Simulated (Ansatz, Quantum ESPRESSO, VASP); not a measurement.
**Code comparison for Ca2GaCu2 (Immm, 5 atoms in the cell)**

Self-consistent single point, at a second geometry (lattice scaled by 0.98). First geometry:

```
CELL_PARAMETERS angstrom
     -2.18686     2.72865     4.58024
      2.18686    -2.72865     4.58024
      2.18686     2.72865    -4.58024
ATOMIC_POSITIONS crystal
  Ca 0.30549 0.80549 0.50000
  Ca 0.69451 0.19451 0.50000
  Ga 0.00000 0.00000 0.00000
  Cu 0.74647 0.50000 0.24647
  Cu 0.25353 0.50000 0.75353
```

Shared settings, as Ansatz (an electronic-structure program) writes them: kpoints.mp_grid.grid = 5 5 5; scf.occupations.method = fermi_dirac; scf.occupations.width = 0.1 eV. Potentials and cutoffs stand in the table.

```csv
code,model,ΔF from the first geometry (meV/atom),pressure (GPa),largest force (eV/Å),cutoff
Quantum ESPRESSO,"PBEsol, GBRV 1.5 ultrasoft (PBESOL) pseudopotentials",-25.1,-2.06,0.023,50 Ry
VASP,"PBEsol, VASP's PBE PAW potentials (set 64)",-23.2,-2.29,0.017,300 eV
Ansatz,"PBEsol, default PAW files made with PBE",-25.6,-1.76,0.014,420 eV
```

For VASP (by 0.8 GPa) the energy change implies a higher mean pressure, against the two pressures, than for the other programs: a sign of finite-basis (Pulay) stress.

Size of the force on each atom (eV/Å): Sizes of forces hide their directions.

| code | Ca1 | Ca2 | Ga3 | Cu4 | Cu5 |
|---|---|---|---|---|---|
| Quantum ESPRESSO | 0.006 | 0.006 | 0.000 | 0.023 | 0.023 |
| VASP | 0.016 | 0.016 | 0.000 | 0.017 | 0.017 |
| Ansatz | 0.008 | 0.008 | 0.000 | 0.014 | 0.014 |

On Ansatz's run: spin polarisation is off.

The spread over the programs that give each value: ΔF from the first geometry within 2.4 meV/atom; pressure within 0.53 GPa; largest force within 0.009 eV/Å.

Ansatz's pressure is given at a fixed set of plane waves, as the other plane-wave codes print theirs.

VASP's run is marked for a possible Pulay error in its stress at this cutoff; no cutoff test was made.

The starting cell comes from a database of computed structures (which also holds hypothetical and non-ambient phases and stackings), without a prior relaxation at this level. Its lattice was rescaled by a random factor within 2.5 % of one. For this run, on top of that: lattice scaled by 0.98.

Left out of this page: GPAW, CP2K, Elk, FLEUR and SIESTA (not drawn, or without a comparable value).

Keys are those of Ansatz 0.2.
